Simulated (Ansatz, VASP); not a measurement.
**TiAl3: VASP beside Ansatz**

Wanted: the spread between two codes on one cell, functional and k mesh. The cell is taken from a series of runs on this material, whose earlier steps may have relaxed, scaled, displaced or heated it; both programs get it as it stands.

Calculated with Ansatz 0.2.0; plane waves, with VASP 6.6.1 beside it; zone-centre phonons at PBEsol.

### 1. The structure

It takes space group I4/mmm (No. 139, tetragonal). The conventional cell has a = 3.686 Å, b = 3.686 Å, c = 8.246 Å, α = 90.00°, β = 90.00°, γ = 90.00°. Nearest to Al lie 4 Ti at 2.61 Å and 8 Al at 2.77 Å. Al has 8 Al at 2.61 to 2.77 Å and 4 Ti at 2.77 Å nearest. Nearest to Ti lie 12 Al at 2.61 to 2.77 Å. Farther neighbours are not listed.

### 2. Ansatz: zone-centre phonons, PBEsol

Ansatz runs on its PAW soft_1 files.

Second derivatives magnify differences that forces hide, and they need a tight electronic threshold.

Input file input.yaml:

```yaml
crystal:
  lattice:
    - [-1.8430068897, 1.8430068897, 4.1229465275]
    - [1.8430068897, -1.8430068897, 4.1229465275]
    - [1.8430068897, 1.8430068897, -4.1229465275]
  atoms:
    - { symbol: Al, position: [0.5, 0.5, 0.0] }
    - { symbol: Al, position: [0.75, 0.25, 0.5] }
    - { symbol: Al, position: [0.25, 0.75, 0.5] }
    - { symbol: Ti, position: [0.0, 0.0, 0.0] }
kpoints:
  mp_grid: { grid: [16, 16, 16] }
hamiltonian:
  xc: pbesol
  pseudopotentials: { kind: paw, azcp: { folder: soft_1 }, xc_functional: pbe }
scf:
  occupations: { method: methfessel_paxton, width: 0.2 }
output:
  eigenvalues: true
phonons:
  method: dfpt
```

Launch:

```console
> ansatz run input.yaml --threads 4 --pin off --max-ram 16384MiB --backend cpu --events-out ev --progress --plain --runs-dir out
```

Numbers of over 12 decimals in the logs are rounded to 6 here.

The program printed:

```text
zone centre: on kpoints.mp_grid the ground state, and the responses unless they are solved on pairs of k-points, stand on 621 of the mesh's 4096 k-points, reduced under 4 symmetry operations, with k and −k counted as one. Each operation leaves every solved displacement unchanged or reverses it
Engine: ansatz 0.2.0, aarch64-unknown-linux-gnu
Pseudopotentials: kind: paw
Pseudopotential: Al, paw, valence charge 3, recommended cutoff 420 eV (normal), soft_1/Al.paw.azcp
Pseudopotential: Ti, paw, valence charge 12, recommended cutoff 420 eV (normal), soft_1/Ti.paw.azcp
Functional definition: PBEsol
  exchange = pbesol_x
  correlation = pbesol_c
Crystal: 4 atoms, lattice volume = 56.017 Å³
Basis set: ecut = 420 eV, 1073 PW (Γ), exchange–correlation on 72×72×72 points (8 copies of the dense FFT grid, shifted against one another)
Bands: 15, of which v1, the nominal top of the filled ones, is band 11 counted from 1 (10 counted from 0)
Symmetry: 16 space group operations
k-points: 621 of 4096 (irreducible under 4 space group operations, time reversal used)
Non-local potential: Al, projectors of the file, l = 0: 2, l = 1: 2, l = 2: 1
Non-local potential: Ti, projectors of the file, l = 0: 3, l = 1: 2, l = 2: 3, l = 3: 1
PAW form: soft (Blöchl's): semilocal exchange-correlation on the pseudo side does not see the compensation charge
PAW frozen core: Al, regenerated for the run's functional, and the local potential with it (the file was generated under x = pbe(κ = 0.804, μ = 0.219515), c = pbe(β = 0.066725))
PAW frozen core: Ti, regenerated for the run's functional, and the local potential with it (the file was generated under x = pbe(κ = 0.804, μ = 0.219515), c = pbe(β = 0.066725))
PAW one-centre angular grid: Al, 110 points (default); XC on 64 Gauss nodes
PAW one-centre angular grid: Ti, 590 points (default); XC on 64 Gauss nodes
Initial density: superposition of atomic densities (chi_scale 0.1, normalization cell, long waves kept (reshape's long-wave potential 0.00 eV rms))
Initial wavefunctions: pseudopotential atomic-orbital guess
Functional: x = pbesol(κ = 0.804, μ = 0.123457), c = pbesol(β = 0.046)
SCF iter   1: F=—  HF=-4049.318570 eV  |F-HF|=—  |Δ(HF+E_count)|=         —  Δρ=3.28e-2  dr2=6.89e-1  ethr=3.10e-3  ⟨swp⟩=5.2  Hψ=48467  notcnv=0
preconditioner: auto → Kerker (q_TF=auto, 2.317 Å⁻¹)  [metal: Δε(μ)=0.019 eV  Ē_g=6.029 eV  σ=0.200 eV  W_gap=0.08  n_scr=10 (ndim 8)  ℏωp=17.9 eV  f_vac=0.000  D(μ)=1.51/eV (n_scr^D=10)]
SCF iter   2: F=—  HF=-4049.080400 eV  |F-HF|=—  |Δ(HF+E_count)|=   2.38e-1  S|Δr|=    0.00e0  Δρ=2.07e-2  dr2=3.10e-1  ethr=3.10e-3  ⟨swp⟩=2.0  Hψ=16534  notcnv=0
SCF iter   3: F=—  HF=-4048.907026 eV  |F-HF|=—  |Δ(HF+E_count)|=   1.73e-1  S|Δr|=    0.00e0  Δρ=2.33e-3  dr2=3.13e-3  ethr=1.48e-3  ⟨swp⟩=2.8  Hψ=15337  notcnv=0
SCF iter   4: F=—  HF=-4048.905500 eV  |F-HF|=—  |Δ(HF+E_count)|=   1.53e-3  S|Δr|=    0.00e0  Δρ=5.69e-4  dr2=1.44e-4  ethr=1.49e-5  ⟨swp⟩=2.8  Hψ=15437  notcnv=0
SCF iter   5: F=—  HF=-4048.905446 eV  |F-HF|=—  |Δ(HF+E_count)|=   5.44e-5  S|Δr|=    0.00e0  Δρ=1.03e-4  dr2=8.44e-6  ethr=6.85e-7  ⟨swp⟩=1.5  Hψ=11516  notcnv=0
SCF iter   6: F=—  HF=-4048.905445 eV  |F-HF|=—  |Δ(HF+E_count)|=   4.34e-7  S|Δr|=    0.00e0  Δρ=2.06e-5  dr2=2.49e-7  ethr=4.02e-8  ⟨swp⟩=2.1  Hψ=11417  notcnv=0
SCF iter   7: F=—  HF=-4048.905444 eV  |F-HF|=—  |Δ(HF+E_count)|=   1.75e-6  S|Δr|=    0.00e0  Δρ=2.89e-6  dr2=4.45e-9  ethr=1.18e-9  ⟨swp⟩=2.4  Hψ=12857  notcnv=0  defer=1
SCF iter   8: F=—  HF=-4048.905444 eV  |F-HF|=—  |Δ(HF+E_count)|=   1.62e-9  S|Δr|=    0.00e0  Δρ=6.81e-7  dr2=2.99e-10  ethr=2.12e-11  ⟨swp⟩=2.4  Hψ=14647  notcnv=0  defer=1
SCF iter   9: F=-4048.905444 eV  HF=-4048.905444 eV  |F-HF|=3.64e-12  |Δ(HF+E_count)|=  6.09e-11  S|Δr|=    0.00e0  Δρ=1.38e-7  dr2=7.54e-12  ethr=1.00e-12  ⟨swp⟩=3.8  Hψ=38557  notcnv=0
the search or the solves at the SCF's close seem to have found levels that the self-consistency loop had missed (the run counts 2). By its estimate they hold under 1e-12 electrons; where the run keeps them, the occupations were computed again with them
SCF 1 converged in 9 iterations: F = -4048.905444 eV  dr2 = 7.54e-12
  greatest PAW one-centre occupation: 0.998 electrons in one spin orbital (limit 2), on the Ti atom at site 3 (counted from 0), in its partial waves of l = 0
DFPT response loops at Γ: preconditioner auto → Kerker (q_TF=auto, 2.317 Å⁻¹) (partly filled bands, converged f_vac=0.000); β = 1.00, the filter's whole step (`scf.mixing.beta` (0.50) is not read by the response loops under this deck's `scf.mixing.preconditioner`; to damp them name `kerker` or `kerker_dos`, under which they read `scf.mixing.beta`, and type it under 1.00, their step now; both keys bind the ground state too); Broyden in place of MSR1
SCF converged after 9 iterations
Stability not checked: this state was not tested for a lower state beside it, because cold or Methfessel-Paxton smearing, or corrected tetrahedra, fill the levels in a way that the test cannot read (fill_not_monotonic; see scf.lower_state_search)
Free energy (F): -4048.905444 eV
Harris-Foulkes:  -4048.905444 eV  (|F-HF|=3.64e-12)
Internal energy: -4048.906084 eV  (E = F + TS)
E sigma→0 (E₀):  -4048.905604 eV
Entropy (-TS):   0.000641 eV (0.160 meV/atom)
Fermi energy:    10.905265 eV
Step filling:    the computed levels leave a gap of 0.0000 eV = 0.0 smearing widths at the electron count; against every level under it full and every level over it empty, smearing changes F+E_penalty+E_count by +0.362 meV and its σ→0 estimate by +0.201 meV
--- Per-component energies (eV) ---
  E_band       = -123.259782
  E_kinetic    = 359.536787
  E_local      = -1193.899783  (includes V_loc(G=0)·N_el)
  E_nonlocal   = 95.950264
  E_hartree    = 520.284146
  E_xc         = -232.469707
  E_vxc        = -239.444570  (∫ρ·V_xc dr)
  E_paw        = -2389.476954  (= ΣΔE_a)
  E_vpaw       = -185.970611  (= ΣTr[D̂ρ^β])
  E_aug_tail   = -0.000090  (compensation charges beyond the density's cutoff)
  E_ewald      = -1209.027549
  E_core_change = 0.196802  (= ΣΔE_core)
  E_smearing   = 0.000641  (= −TS)
  E_closure    = -0.000000  (closes the sum)
  Σ components = -4048.905444   (vs F -4048.905444, Δ=0.00e0)
--- Band table (eV; the first three rows and the last of 621) ---
  k-point 0: bands = [... 7 lower, 9.2436, 9.5602, 9.5602, 11.8438, 12.9062, 12.9062, 13.1579, 14.1244]
  k-point 1: bands = [... 7 lower, 9.1660, 9.3203, 9.5940, 11.4376, 13.0022, 13.0512, 13.0636, 14.3354]
  k-point 2: bands = [... 7 lower, 8.7626, 8.9735, 9.6535, 10.6158, 12.9534, 13.2169, 13.2374, 14.6169]
  k-point 620: bands = [... 7 lower, 10.0388, 10.0388, 10.6006, 11.6540, 11.6540, 11.9970, 14.1768, 16.6966]
--- Phonons (Γ-DFPT): 6 representative perturbations + reference, on 621 of 4096 k-points (Σ response iterations 18) ---
  k mesh reduced under 4 symmetry operations, with k and −k counted as one. Each operation leaves every solved displacement unchanged or reverses it
  ASR residual: 2.939e-5 → 0.000e0 eV/Å²; symmetrization residual: 4.378e-6 eV/Å²
  ASR residual per site (eV/Å²): 2.41e-5 1.64e-5 1.64e-5 2.94e-5
  Γ frequencies (cm⁻¹): 0.00 0.00 0.00 238.86 268.88 268.88 302.42 395.45 403.48 403.48 405.93 405.93
  non-analytic LO–TO correction: not included (Born effective charges unavailable; polar crystals: no LO–TO splitting at Γ)
```

### 3. VASP: zone-centre phonons, PBEsol

The same cell, functional, mesh and smearing now go to VASP, with its own data sets.

Lines of VASP's logs that name or quote its potential files are left out, and so is its time.

Input file INCAR:

```
SYSTEM = TiAl3
PREC = Accurate
ENCUT = 500
EDIFF = 1E-08
NELM = 120
ISMEAR = 1
SIGMA = 0.2
LREAL = .FALSE.
ALGO = Normal
GGA = PS
NBANDS = 16
LASPH = .TRUE.
LORBIT = 11
LWAVE = .FALSE.
LCHARG = .FALSE.
ISIF = 2
IBRION = 8
GGA_COMPAT = .FALSE.
KPAR = 2
```

Input file POSCAR:

```
TiAl3
1.0
   -1.8430068897      1.8430068897      4.1229465275
    1.8430068897     -1.8430068897      4.1229465275
    1.8430068897      1.8430068897     -4.1229465275
Al Ti
3 1
Direct
    0.5000000000      0.5000000000      0.0000000000
    0.7500000000      0.2500000000      0.5000000000
    0.2500000000      0.7500000000      0.5000000000
    0.0000000000      0.0000000000      0.0000000000
```

Input file KPOINTS:

```
Automatic mesh
0
Gamma
16 16 16
0 0 0
```

The projector-augmented-wave data sets are Al and Ti_sv (PBE family, release 64).

Launch:

```console
> mpirun -np 2 vasp_std
```

The program printed:

```text
[banner, memory and clock lines left out]
running    2 mpi-ranks, on    1 nodes
 distrk:  each k-point on    1 cores,    2 groups
 distr:  one band on    1 cores,    1 groups

 POSCAR found type information on POSCAR AlTi
 POSCAR found :  2 types and       4 ions
|                                                                             |
|               ----> ADVICE to this user running VASP <----                  |
|                                                                             |
|     You enforced a specific xc type in the INCAR file but a different       |
|     [... a line on the potential file left out ...]
|     I HOPE YOU KNOW WHAT YOU ARE DOING!                                     |
|                                                                             |

 LDA part: xc-table for (Slater+PW92), standard interpolation
 POSCAR, INCAR and KPOINTS ok, starting setup
 FFT: planning ... GRIDC
 FFT: planning ... GRID_SOFT
 FFT: planning ... GRID
 WAVECAR not read
 entering main loop
       N       E                     dE             d eps       ncg     rms          rms(c)
DAV:   1     0.119113484587E+03    0.11911E+03   -0.92521E+03 11168   0.120E+03
DAV:   2    -0.155812589599E+02   -0.13469E+03   -0.13248E+03 11552   0.315E+02
DAV:   3    -0.236949103441E+02   -0.81137E+01   -0.79618E+01 18536   0.697E+01
DAV:   4    -0.238708023265E+02   -0.17589E+00   -0.17577E+00 12784   0.102E+01
DAV:   5    -0.238773375248E+02   -0.65352E-02   -0.65349E-02 18296   0.185E+00    0.126E+01
DAV:   6    -0.225025681425E+02    0.13748E+01   -0.22952E+01 16448   0.389E+01    0.570E+00
DAV:   7    -0.220243906700E+02    0.47818E+00   -0.57261E+00 14216   0.190E+01    0.352E+00
DAV:   8    -0.219884343600E+02    0.35956E-01   -0.81069E-01 14168   0.781E+00    0.135E+00
DAV:   9    -0.219630853357E+02    0.25349E-01   -0.25417E-01 14776   0.431E+00    0.271E-01
DAV:  10    -0.219642042780E+02   -0.11189E-02   -0.56186E-03 13544   0.637E-01    0.309E-01
DAV:  11    -0.219627432648E+02    0.14610E-02   -0.63958E-03 16208   0.618E-01    0.871E-02
DAV:  12    -0.219627042970E+02    0.38968E-04   -0.35076E-04 15200   0.155E-01    0.287E-02
DAV:  13    -0.219627005750E+02    0.37220E-05   -0.27893E-05 14616   0.423E-02    0.905E-03
DAV:  14    -0.219627008805E+02   -0.30553E-06   -0.85787E-07 13352   0.738E-03    0.631E-03
DAV:  15    -0.219627008744E+02    0.61136E-08   -0.13758E-08 14120   0.105E-03
   1 F= -.21962701E+02 E0= -.21962915E+02  d E =0.642706E-03
 Linear response reoptimize wavefunctions to high precision
DAV:   1    -0.219627008176E+02    0.56793E-07   -0.55166E-08 14704   0.222E-03
DAV:   2    -0.219627008178E+02   -0.22419E-09   -0.21509E-09 10696   0.356E-04
DAV:   3    -0.219627008178E+02   -0.36380E-11   -0.10812E-10  8504   0.831E-05
 Linear response DOF=           6
 Linear response progress:
  Degree of freedom:   1/  6
       N       E                     dE             d eps       ncg     rms          rms(c)
RMM:   1    -0.889692787982E-02   -0.88969E-02    0.50910E-03 35325   0.149E+00
RMM:   2    -0.752937405714E-02    0.13676E-02   -0.19524E-03 40106   0.274E-01    0.503E-02
RMM:   3    -0.756206567934E-02   -0.32692E-04   -0.40349E-04 43826   0.122E-01    0.269E-02
RMM:   4    -0.768167084000E-02   -0.11961E-03   -0.12158E-04 43239   0.594E-02    0.771E-03
RMM:   5    -0.769454853143E-02   -0.12878E-04   -0.14702E-05 47036   0.224E-02    0.369E-03
RMM:   6    -0.770398547752E-02   -0.94369E-05   -0.25341E-06 49785   0.890E-03    0.110E-03
RMM:   7    -0.770543783090E-02   -0.14524E-05   -0.37067E-07 48515   0.331E-03    0.365E-04
RMM:   8    -0.770562728636E-02   -0.18946E-06   -0.12159E-07 47386   0.168E-03    0.187E-04
RMM:   9    -0.770580793622E-02   -0.18065E-06   -0.34413E-08 50752   0.673E-04    0.781E-05
RMM:  10    -0.770578739971E-02    0.20537E-07   -0.88490E-09 49815   0.328E-04    0.258E-05
RMM:  11    -0.770579544374E-02   -0.80440E-08   -0.10979E-08 52018   0.135E-04    0.855E-06
 first order change of Fermi-energy   0.18982E-03
 force on displaced ion       1 direction 1 : -11.577   0.000   0.000
 Linear response progress:
  Degree of freedom:   2/  6
       N       E                     dE             d eps       ncg     rms          rms(c)
RMM:   1    -0.113616278261E-01   -0.11362E-01    0.76610E-03 26285   0.797E-01
RMM:   2    -0.861893909139E-02    0.27427E-02   -0.17111E-03 23706   0.216E-01    0.537E-02
RMM:   3    -0.852805818000E-02    0.90881E-04   -0.60945E-04 23415   0.109E-01    0.232E-02
RMM:   4    -0.857903072731E-02   -0.50973E-04   -0.18224E-04 24168   0.568E-02    0.804E-03
RMM:   5    -0.857351303062E-02    0.55177E-05   -0.20413E-05 24864   0.225E-02    0.280E-03
RMM:   6    -0.857980141930E-02   -0.62884E-05   -0.50878E-06 26167   0.945E-03    0.850E-04
RMM:   7    -0.857737419881E-02    0.24272E-05   -0.11186E-06 26695   0.408E-03    0.346E-04
RMM:   8    -0.857675879854E-02    0.61540E-06   -0.26371E-07 27258   0.168E-03    0.205E-04
RMM:   9    -0.857700345125E-02   -0.24465E-06   -0.63889E-08 27545   0.788E-04    0.354E-05
RMM:  10    -0.857710905724E-02   -0.10561E-06   -0.83212E-09 28403   0.366E-04    0.511E-05
RMM:  11    -0.857713003637E-02   -0.20979E-07    0.31948E-08 28284   0.170E-04    0.262E-05
RMM:  12    -0.857710747515E-02    0.22561E-07    0.84077E-09 26717   0.916E-05    0.370E-06
[...]
RMM:  11    -0.753702832518E-02   -0.57942E-07    0.16172E-08 89372   0.114E-04    0.838E-06
RMM:  12    -0.753701367080E-02    0.14654E-07    0.77309E-09 89918   0.623E-05    0.252E-06
RMM:  13    -0.753700190822E-02    0.11763E-07    0.58485E-09 91822   0.364E-05    0.107E-06
RMM:  14    -0.753700291534E-02   -0.10071E-08    0.80482E-10 89563   0.223E-05    0.654E-07
 first order change of Fermi-energy   0.36497E-06
 force on displaced ion       2 direction 1 : -10.216  -0.000  -0.000
 Linear response progress:
  Degree of freedom:   4/  6
       N       E                     dE             d eps       ncg     rms          rms(c)
RMM:   1    -0.121482578113E-01   -0.12148E-01    0.18625E-03 40015   0.139E+00
RMM:   2    -0.899413227380E-02    0.31541E-02   -0.21237E-03 41836   0.294E-01    0.651E-02
RMM:   3    -0.891749912836E-02    0.76633E-04   -0.68032E-04 42217   0.150E-01    0.304E-02
RMM:   4    -0.901007823706E-02   -0.92579E-04   -0.21131E-04 45274   0.766E-02    0.111E-02
RMM:   5    -0.902098934043E-02   -0.10911E-04   -0.26279E-05 47759   0.298E-02    0.398E-03
RMM:   6    -0.903260674178E-02   -0.11617E-04   -0.54750E-06 50215   0.129E-02    0.142E-03
RMM:   7    -0.903185238723E-02    0.75435E-06   -0.11034E-06 49444   0.492E-03    0.579E-04
RMM:   8    -0.903177038939E-02    0.81998E-07   -0.27835E-07 49216   0.216E-03    0.303E-04
RMM:   9    -0.903218753960E-02   -0.41715E-06   -0.82517E-08 49575   0.926E-04    0.123E-04
RMM:  10    -0.903221124121E-02   -0.23702E-07   -0.37595E-08 49682   0.413E-04    0.279E-05
RMM:  11    -0.903219645218E-02    0.14789E-07   -0.19285E-08 52335   0.192E-04    0.748E-06
RMM:  12    -0.903220629852E-02   -0.98463E-08   -0.17379E-08 52395   0.771E-05    0.312E-06
 first order change of Fermi-energy  -0.30361E-03
 force on displaced ion       2 direction 3 :   0.000  -0.000  -9.071
 Linear response progress:
  Degree of freedom:   5/  6
       N       E                     dE             d eps       ncg     rms          rms(c)
RMM:   1    -0.779197702478E+00   -0.77920E+00    0.96350E+00 20052   0.142E+02
RMM:   2    -0.683864769587E+00    0.95333E-01   -0.53946E-01 34412   0.593E+00    0.186E-01
RMM:   3    -0.682556326100E+00    0.13084E-02   -0.26351E-02 39810   0.132E+00    0.879E-02
RMM:   4    -0.683533851889E+00   -0.97753E-03   -0.18782E-02 46433   0.596E-01    0.347E-02
RMM:   5    -0.685248829787E+00   -0.17150E-02   -0.10564E-03 44815   0.178E-01    0.120E-02
RMM:   6    -0.685492292415E+00   -0.24346E-03   -0.27472E-04 48776   0.731E-02    0.394E-03
RMM:   7    -0.685444154173E+00    0.48138E-04   -0.41272E-05 49030   0.267E-02    0.288E-03
RMM:   8    -0.685554649440E+00   -0.11050E-03   -0.12779E-05 46851   0.119E-02    0.573E-04
RMM:   9    -0.685567217467E+00   -0.12568E-04   -0.56794E-06 50513   0.578E-03    0.221E-04
RMM:  10    -0.685557938553E+00    0.92789E-05   -0.37106E-06 50879   0.314E-03    0.163E-04
RMM:  11    -0.685562986221E+00   -0.50477E-05   -0.28437E-06 49777   0.189E-03    0.446E-05
RMM:  12    -0.685564912154E+00   -0.19259E-05   -0.22316E-06 51186   0.133E-03    0.885E-06
RMM:  13    -0.685565415233E+00   -0.50308E-06   -0.18259E-06 50520   0.101E-03    0.692E-06
RMM:  14    -0.685565671576E+00   -0.25634E-06   -0.15398E-06 50634   0.817E-04    0.466E-06
[...]
RMM:  18    -0.685565711509E+00    0.14426E-06   -0.76271E-07 43168   0.463E-04    0.105E-05
RMM:  19    -0.685565737235E+00   -0.25727E-07   -0.63752E-07 44606   0.406E-04    0.114E-05
RMM:  20    -0.685565747843E+00   -0.10608E-07   -0.54590E-07 43295   0.360E-04    0.135E-05
RMM:  21    -0.685565772879E+00   -0.25036E-07   -0.44499E-07 38571   0.321E-04    0.145E-05
RMM:  22    -0.685565778107E+00   -0.52287E-08   -0.38964E-07 31073   0.288E-04    0.158E-05
RMM:  23    -0.685565785796E+00   -0.76888E-08   -0.32333E-07 29436   0.260E-04    0.171E-05
RMM:  24    -0.685565809598E+00   -0.23802E-07   -0.28552E-07 38717   0.236E-04    0.175E-05
RMM:  25    -0.685565834869E+00   -0.25270E-07   -0.24651E-07 41472   0.214E-04    0.174E-05
 first order change of Fermi-energy  -0.28829E-03
 force on displaced ion       4 direction 1 : -13.861  -0.000   0.000
 Linear response progress:
  Degree of freedom:   6/  6
       N       E                     dE             d eps       ncg     rms          rms(c)
RMM:   1    -0.724491062145E+00   -0.72449E+00    0.20173E+01 11339   0.148E+02
RMM:   2    -0.629020997475E+00    0.95470E-01   -0.59694E-01 18908   0.600E+00    0.194E-01
RMM:   3    -0.627744888666E+00    0.12761E-02   -0.28471E-02 22166   0.135E+00    0.882E-02
RMM:   4    -0.628478649118E+00   -0.73376E-03   -0.18710E-02 25446   0.588E-01    0.306E-02
RMM:   5    -0.629720689789E+00   -0.12420E-02   -0.79898E-04 25336   0.164E-01    0.110E-02
RMM:   6    -0.630131926392E+00   -0.41124E-03   -0.26808E-04 26407   0.695E-02    0.354E-03
RMM:   7    -0.630196578093E+00   -0.64652E-04   -0.36791E-05 27403   0.239E-02    0.172E-03
RMM:   8    -0.630251774198E+00   -0.55196E-04   -0.16910E-05 26049   0.112E-02    0.629E-04
RMM:   9    -0.630269740623E+00   -0.17966E-04   -0.11222E-05 27928   0.570E-03    0.290E-04
RMM:  10    -0.630261853348E+00    0.78873E-05   -0.87322E-06 26991   0.320E-03    0.881E-05
RMM:  11    -0.630263732218E+00   -0.18789E-05   -0.73355E-06 27947   0.207E-03    0.451E-05
RMM:  12    -0.630264812119E+00   -0.10799E-05   -0.64527E-06 27100   0.158E-03    0.148E-05
RMM:  13    -0.630265291880E+00   -0.47976E-06   -0.56568E-06 27016   0.130E-03    0.958E-06
RMM:  14    -0.630265330263E+00   -0.38382E-07   -0.51038E-06 28055   0.112E-03    0.128E-05
[...]
RMM:  20    -0.630265781463E+00   -0.69974E-07   -0.30020E-06 23647   0.642E-04    0.182E-05
RMM:  21    -0.630265803020E+00   -0.21557E-07   -0.26423E-06 20378   0.596E-04    0.214E-05
RMM:  22    -0.630265815428E+00   -0.12408E-07   -0.24616E-06 19961   0.557E-04    0.249E-05
RMM:  23    -0.630265831426E+00   -0.15998E-07   -0.21822E-06 17936   0.521E-04    0.278E-05
RMM:  24    -0.630265847650E+00   -0.16224E-07   -0.21386E-06 14700   0.489E-04    0.301E-05
RMM:  25    -0.630265860440E+00   -0.12790E-07   -0.19938E-06 13949   0.460E-04    0.324E-05
RMM:  26    -0.630265878387E+00   -0.17947E-07   -0.19745E-06 20193   0.434E-04    0.336E-05
RMM:  27    -0.630265889376E+00   -0.10989E-07   -0.17639E-06 13558   0.409E-04    0.356E-05
 first order change of Fermi-energy   0.29497E-03
 force on displaced ion       4 direction 3 :  -0.000  -0.000 -10.867
 Linear response finished
```

(Continued in part 2 of 2.)

[Lines on the potential files, build, host, timing and source positions are cut from VASP's logs without a mark.]

[Logs are printed without paths, hosts, clocks, repeated set-up lines and the standing remarks that a program may print on its own settings, such as how far it seeks lower states.]

[Hosts, paths, dates, database ids (printed as entryN), source tags and the programs' standing remarks are cut or masked in the printed files.]
